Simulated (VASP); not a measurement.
Data:

```
PbS
1.0
    4.05203     0.00000     0.00000
   -2.02601     3.50916     0.00000
    0.00000     0.00000     3.78139
Pb S
1 1
Direct
  0.00000   0.00000   0.00000
  0.66667   0.33333   0.50000
```

Method: r2SCAN meta-GGA, VASP's PBE PAW potentials (set 64) (plane waves; VASP). Run with 400 eV cut-off, 12×12×11 Γ-centred mesh, tetrahedra with Blöchl corrections, potentials Pb_d S.

Q: The job: PbS (space group P-6m2), 2 atoms, r2SCAN, static run, 400 eV, 12×12×11 Γ-centred mesh. Roughly how much core time does it take on a busy server core?

A: About 3 core-minutes (one run on a shared machine, a rough figure). It had 114 irreducible k-points, 14 bands, up to 999 plane waves and 26 electronic steps.

The structure comes from a computed database's PbS entry (P-6m2); how it stands against other phases isn't given here. It was relaxed first.
